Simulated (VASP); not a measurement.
# Pt: transverse stress against strain

Pt (fcc, Fm-3m, 15.316 Å³/atom and stress up to 0.20 GPa in the relaxed cell, cube axes along x, y and z) under an equal strain ε along x and y, with z held. r2SCAN in VASP (plane waves, PAW), 480 eV, 20×20×20 Γ-centred mesh, Methfessel-Paxton smearing 0.10 eV. Stress is positive for a compressed cell.

Here s stands for strain and y for stress zz.

```
strain (%)  stress zz (GPa)
----------  ---------------
-1.50                  8.00
-1.00                  5.27
-0.50                  2.71
0.00                   0.20
0.50                  -2.12
1.00                  -4.38
1.50                  -6.59
3.00                      ?
```

Q: Fit y against s with a straight line, and predict the withheld value at s = 3.00.

A: Means: s 0, y 0.441. About the means, the sum of products is -33.950 and the sum of squares of s is 7.0000; the slope is their ratio. Least squares gives y = 0.441 - 4.8500·s. Residuals (row less fit): 0.284, -0.021, -0.156, -0.241, -0.136, 0.029, 0.244; standard error 0.220 (degrees of freedom: 5). The slope gives the elastic constant 2C12 = about 480 GPa. At the withheld row, y = 0.441 - 4.8500 × 3.0 = -14.109 GPa. The calculation gives -12.43 GPa, 1.679 GPa above the prediction (8.2 % of the range of y in the table). The row lies outside the fitted rows, so this is an extrapolation. From the scatter of the fitted rows alone, a prediction at this place has a standard error of 0.343 GPa, so the miss is 4.9 times that.

A polynomial of degree 2 through the 12 other runs of the series gives -12.32 there, so most of the miss is curvature that the fit leaves out. In a metal these values are sensitive to mesh and smearing; energies are taken to zero smearing, stresses follow the free energy. The runs aren't spin-polarised. Spin-orbit coupling is left out, which can shift these values for the heavy elements here. Rows are the converged runs of the series near zero and its far end, less any whose ions stayed unrelaxed beside relaxed ones; series whose fitted rows scatter by over a few per cent of the range, as at a crossing or softening among them, aren't shown in this form. Most that stay on the fit to the last digits aren't either.
